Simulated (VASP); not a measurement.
Method: PBE GGA, VASP's PBE PAW potentials (set 64) (plane waves; VASP).

VASP input:

### POSCAR
```
NbAs
1
   -1.7622160000     1.7622160000     6.0036440000
    1.7622160000    -1.7622160000     6.0036440000
    1.7622160000     1.7622160000    -6.0036440000
Nb As
2 2
Direct
  0.7497200000   0.7497200000   0.0000000000
  0.4997200000   0.9997200000   0.5000000000
  0.1672800000   0.1672800000   0.0000000000
  0.9172800000   0.4172800000   0.5000000000
```

File KPOINTS:
```
kpoints
0
Gamma
9 9 9
0 0 0
```

### INCAR
```
SYSTEM = NbAs
PREC = Accurate
ENCUT = 300
EDIFF = 1E-6
NELM = 100
ALGO = Normal
LREAL = .FALSE.
LASPH = .TRUE.
ISMEAR = 0
SIGMA = 0.1
GGA = PE
LMAXMIX = 4
LWAVE = .FALSE.
LCHARG = .FALSE.
ISIF = 3
IBRION = 2
NSW = 50
EDIFFG = -0.01
```

POTCAR, in this order: Nb_sv As (PBE.64 set). Program: vasp_std.

**Question.** What will the output report for the number of irreducible k-points (NKPTS), largest plane-wave count, number of space-group operations, FFT grid (NGX, NGY, NGZ)?

**Answer.** 
* **number of irreducible k-points (NKPTS)**: 75
* **largest plane-wave count**: 889
* **number of space-group operations**: 8
* **FFT grid (NGX, NGY, NGZ)**: 40 × 40 × 40

The structure comes from a computed database's NbAs entry; how it stands against other phases isn't given here. This run relaxes it. Symmetry was kept, so distortions that lower it aren't found. The run is one of a series of settings (EDIFFG = -0.01, IBRION = 2, ISIF = 3, NSW = 50 against the base run), some of them coarse on purpose.
